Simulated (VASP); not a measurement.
These are PBEsol GGA, VASP's PBE PAW potentials (set 64) (plane waves; VASP 6.6.1) values and carry that method's errors.

VASP ran on this input.

KPOINTS:
```
Automatic
0
Gamma
  14 14 7
```

INCAR:
```
LWAVE  =  F
LASPH  =  T   # aspherical one-centre terms
EDIFF  =  1E-8   # SCF stop (eV)
GGA  =  PS
LMAXMIX  =  4   # l cut-off of mixed one-centre charges
NSW  =  30
ALGO  =  Normal
SIGMA  =  0.1   # width (eV)
PREC  =  Accurate
LCHARG  =  F
NELM  =  100   # most electronic steps
IBRION  =  1
ISIF  =  2
SYSTEM  =  Zn
ISMEAR  =  1
EDIFFG  =  -0.001   # ionic stop
ENCUT  =  400
LREAL  =  F
```

File POSCAR:
```
Zn
1
    1.3194086431    -2.2852832207    -0.0000000000
    1.3194086431     2.2852832207     0.0000000000
    0.0000000000     0.0000000000     4.6374447161
Zn
2
Direct
  0.3333330000   0.6666670000   0.2500000000
  0.6666670000   0.3333330000   0.7500000000
```

POTCAR, in this order: Zn (PBE.64 set). Program: vasp_std.

Output

File OUTCAR:
```
 ion  position               nearest neighbor table
   1  0.333  0.667  0.250-   2 2.77   2 2.77   2 2.77   2 2.77   2 2.77   2 2.77
   2  0.667  0.333  0.750-   1 2.77   1 2.77   1 2.77   1 2.77   1 2.77   1 2.77
  LATTYP: Found a hexagonal cell.
 ALAT       =     2.6388176455
 C/A-ratio  =     1.7573949166
 Subroutine PRICEL returns:
 Original cell was already a primitive cell.
 Subroutine GETGRP returns: Found 24 space group operations
The static configuration has the point symmetry D_3d.
 The point group associated with its full space group is D_6h.
The dynamic configuration has the point symmetry D_3d.
 Subroutine INISYM returns: Found 24 space group operations
 Subroutine IBZKPT returns following result:
 Found     96 irreducible k-points:

 Following reciprocal coordinates:
            Coordinates               Weight
  0.000000  0.000000  0.000000      1.000000
  0.071429  0.000000  0.000000      6.000000
  0.142857  0.000000  0.000000      6.000000
  0.214286  0.000000  0.000000      6.000000
  0.285714  0.000000  0.000000      6.000000
  0.357143  0.000000  0.000000      6.000000
  0.428571  0.000000  0.000000      6.000000
  0.500000  0.000000  0.000000      3.000000
  0.071429  0.071429  0.000000      6.000000
  0.142857  0.071429  0.000000     12.000000
  0.214286  0.071429  0.000000     12.000000
  0.285714  0.071429  0.000000     12.000000
  0.357143  0.071429  0.000000     12.000000
  0.428571  0.071429  0.000000     12.000000
  0.142857  0.142857  0.000000      6.000000
  0.214286  0.142857  0.000000     12.000000
  0.285714  0.142857  0.000000     12.000000
  0.357143  0.142857  0.000000     12.000000
  0.428571  0.142857  0.000000      6.000000
  0.214286  0.214286  0.000000      6.000000
  0.285714  0.214286  0.000000     12.000000
  0.357143  0.214286  0.000000     12.000000
  0.285714  0.285714  0.000000      6.000000
  0.357143  0.285714  0.000000      6.000000
  0.000000  0.000000  0.142857      2.000000
  0.071429  0.000000  0.142857     12.000000
  0.142857  0.000000  0.142857     12.000000
  0.214286  0.000000  0.142857     12.000000
  0.285714  0.000000  0.142857     12.000000
  0.357143  0.000000  0.142857     12.000000
  0.428571  0.000000  0.142857     12.000000
  0.500000  0.000000  0.142857      6.000000
  0.071429  0.071429  0.142857     12.000000
  0.142857  0.071429  0.142857     24.000000
  0.214286  0.071429  0.142857     24.000000
  0.285714  0.071429  0.142857     24.000000
  0.357143  0.071429  0.142857     24.000000
  0.428571  0.071429  0.142857     24.000000
  0.142857  0.142857  0.142857     12.000000
  0.214286  0.142857  0.142857     24.000000
   k-points           NKPTS =     96   k-points in BZ     NKDIM =     96   number of bands    NBANDS=     16
   number of dos      NEDOS =    301   number of ions     NIONS =      2
   total plane-waves  NPLWV =   9720
   dimension x,y,z NGX =    18 NGY =   18 NGZ =   30
   dimension x,y,z NGXF=    36 NGYF=   36 NGZF=   60
   ions per type =               2
   PREC   = accura    normal or accurate (medium, high low for compatibility)
   ISTART =      0    job   : 0-new  1-cont  2-samecut
   ICHARG =      2    charge: 1-file 2-atom 10-const
   ISPIN  =      1    spin polarized calculation?
   LNONCOLLINEAR =      F non collinear calculations
   LSORBIT =      F    spin-orbit coupling
   INIWAV =      1    electr: 0-lowe 1-rand  2-diag
   ENCUT  =  400.0 eV  29.40 Ry    5.42 a.u.   4.30  4.30  7.56*2*pi/ulx,y,z
   NELM   =    100;   NELMIN=  2; NELMDL= -5     # of ELM steps
   EDIFF  = 0.1E-07   stopping-criterion for ELM
   LREAL  =      F    real-space projection
...
```

OSZICAR:
```
       N       E                     dE             d eps       ncg     rms          rms(c)
DAV:   1     0.837121348697E+02    0.83712E+02   -0.11054E+04  3152   0.206E+03
DAV:   2    -0.132587497320E+01   -0.85038E+02   -0.83940E+02  3136   0.275E+02
DAV:   3    -0.350230854491E+01   -0.21764E+01   -0.21734E+01  3696   0.554E+01
DAV:   4    -0.350774701503E+01   -0.54385E-02   -0.54382E-02  3736   0.278E+00
DAV:   5    -0.350775469075E+01   -0.76757E-05   -0.76755E-05  3776   0.846E-02    0.496E+00
DAV:   6    -0.319222072211E+01    0.31553E+00   -0.15294E+00  3152   0.285E+01    0.351E+00
DAV:   7    -0.317626670462E+01    0.15954E-01   -0.50090E-02  3928   0.429E+00    0.182E+00
DAV:   8    -0.316847906496E+01    0.77876E-02   -0.19286E-03  4272   0.726E-01    0.537E-02
DAV:   9    -0.316842788934E+01    0.51176E-04   -0.23458E-04  4384   0.248E-01    0.296E-02
DAV:  10    -0.316843175551E+01   -0.38662E-05   -0.20401E-05  3320   0.455E-02    0.303E-03
DAV:  11    -0.316843158437E+01    0.17114E-06   -0.59033E-07  3920   0.133E-02    0.198E-03
DAV:  12    -0.316843130252E+01    0.28185E-06   -0.25553E-08  3104   0.352E-03    0.557E-04
DAV:  13    -0.316843131506E+01   -0.12538E-07   -0.66015E-09  2080   0.133E-03    0.399E-05
DAV:  14    -0.316843131572E+01   -0.65438E-09   -0.10322E-09  1888   0.358E-04
   1 F= -.31684313E+01 E0= -.31684258E+01  d E =-.316843E+01
```

### OUTCAR
```
------------------------ aborting loop because EDIFF is reached ----------------------------------------
  FORCE on cell =-STRESS in cart. coord.  units (eV):
  Direction    XX          YY          ZZ          XY          YZ          ZX
  --------------------------------------------------------------------------------------
  Total        0.0004975      0.0004975     -0.0081224      0.0000000      0.0000000      0.0000000
  in kB        0.0285002      0.0285002     -0.4653389      0.0000000      0.0000000      0.0000000
  external PRESSURE =      -0.1361128 kB  Pullay stress =       0.0000000 kB
  volume of cell :       27.97
      direct lattice vectors                 reciprocal lattice vectors
     1.319408643 -2.285283221  0.000000000     0.378957651 -0.218791262  0.000000000
     1.319408643  2.285283221  0.000000000     0.378957651  0.218791262  0.000000000
     0.000000000  0.000000000  4.637444716     0.000000000  0.000000000  0.215635994
 POSITION                                       TOTAL-FORCE (eV/Angst)
 -----------------------------------------------------------------------------------
      1.31941      0.76176      1.15936        -0.000000      0.000000      0.000000
      1.31941     -0.76176      3.47808         0.000000     -0.000000      0.000000
 -----------------------------------------------------------------------------------
    total drift:                                0.000000      0.000066      0.000004
  FREE ENERGIE OF THE ION-ELECTRON SYSTEM (eV)
  ---------------------------------------------------
  free  energy   TOTEN  =        -3.1684313157 eV

  energy  without entropy=       -3.1684146331  energy(sigma->0) =       -3.16842575

 reached required accuracy - stopping structural energy minimisation
```
(Selected blocks of OUTCAR.)

The compound is Zn in the hcp structure. It was relaxed first, which changed the volume by -8 %. The start is the result of an earlier pass.
